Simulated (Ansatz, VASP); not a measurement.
## LiMg6Mo: VASP beside Ansatz

Contents of INCAR:

```
ALGO = Normal
EDIFF = 1E-7
ENCUT = 520
GGA = PE
ISIF = 2
ISMEAR = -1
LASPH = True
LCHARG = False
LREAL = False
LWAVE = False
NBANDS = 24
NELM = 80
PREC = Accurate
SIGMA = 0.05
```

Contents of KPOINTS:

```
k-points
0
Gamma
  6 5 5
```

POSCAR

```
LiMg6Mo
1.0
    4.3393720000      0.0000000000      0.0000000000
    0.0000000000      4.2551420000      4.3687130000
    0.0000000000     -4.2551420000      4.3687130000
Mo Mg Li
1 6 1
Direct
    0.0000000000      0.1226350000      0.1226350000
    0.5000000000      0.3540820000      0.3540820000
    0.5000000000      0.8929720000      0.8929720000
    0.5000000000      0.3674410000      0.8804880000
    0.5000000000      0.8804880000      0.3674410000
    0.0000000000      0.1282850000      0.6225930000
    0.0000000000      0.6225930000      0.1282850000
    0.0000000000      0.6315080000      0.6315080000
```

The input input.yaml:

```yaml
crystal:
  lattice:
    - [4.339372, 0.0, 0.0]
    - [0.0, 4.255142, 4.368713]
    - [0.0, -4.255142, 4.368713]
  atoms:
    - { symbol: Mo, position: [0.0, 0.122635, 0.122635] }
    - { symbol: Mg, position: [0.5, 0.354082, 0.354082] }
    - { symbol: Mg, position: [0.5, 0.892972, 0.892972] }
    - { symbol: Mg, position: [0.5, 0.367441, 0.880488] }
    - { symbol: Mg, position: [0.5, 0.880488, 0.367441] }
    - { symbol: Mg, position: [0.0, 0.128285, 0.622593] }
    - { symbol: Mg, position: [0.0, 0.622593, 0.128285] }
    - { symbol: Li, position: [0.0, 0.631508, 0.631508] }
hamiltonian:
  xc: pbe
  pseudopotentials: { kind: paw }
kpoints:
  mp_grid: { grid: [6, 5, 5] }
scf:
  occupations: { method: fermi_dirac, width: 0.05 }
output:
  forces: true
  stress: true
  eigenvalues: true
```

The cell comes from a database or a generator and needn't be the stable form of this composition.

Alike in both runs: task single point; functional PBE; k mesh 6 × 5 × 5; occupations fermi-dirac, width 0.05 eV; no spin polarisation.

```csv
,VASP,Ansatz
version,VASP 6.6.1,Ansatz 0.2.0
potentials or method,"VASP PAW PBE potentials, release 64 (Mo_sv, Mg, Li_sv)",Ansatz PAW
plane-wave cutoff (eV),520,420
valence electrons in the cell,29,77
```

|  | VASP | Ansatz | Ansatz less VASP |
| --- | --- | --- | --- |
| gap on the k mesh at the Fermi level (eV) | none | none | - |
| rms of the force components (eV/Å) | 0.023 | 0.022 | -0.0001 |

Atom by atom the forces differ by 0.000 eV/Å (rms over components). A gap of «none» marks a metal or a gap that the smearing closes. The functional is the same, so the differences come from potentials, cutoffs and numerics. The two sets of potentials don't hold the same shells in valence.
